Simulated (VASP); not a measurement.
Input:

```
Yb
1.0
    0.00000     2.69180     2.69180
    2.69180     0.00000     2.69180
    2.69180     2.69180     0.00000
Yb
1
Direct
  0.00000   0.00000   0.00000
```

Calculation: r2SCAN meta-GGA, VASP's PBE PAW potentials (set 64) (plane waves; VASP 6.6.1). Settings: 480 eV cut-off, 12×12×12 Γ-centred mesh, first-order Methfessel-Paxton smearing of 0.10 eV, potentials Yb_2.

The 4f electrons are frozen in the core of the lanthanide potential, so 4f levels, which can set the real gap, and their magnetism are missing.

What does the run give for the energy per atom (σ→0), band gap (on the k-mesh) with the smallest direct gap where there is one?

The band gap (on the k-mesh) is none (metal, semimetal or under 0.01 eV) and the energy per atom (σ→0) is -3227.9 kJ/mol of atoms.

The compound is Yb in the fcc structure. It was relaxed first, which changed the volume by -5 %.
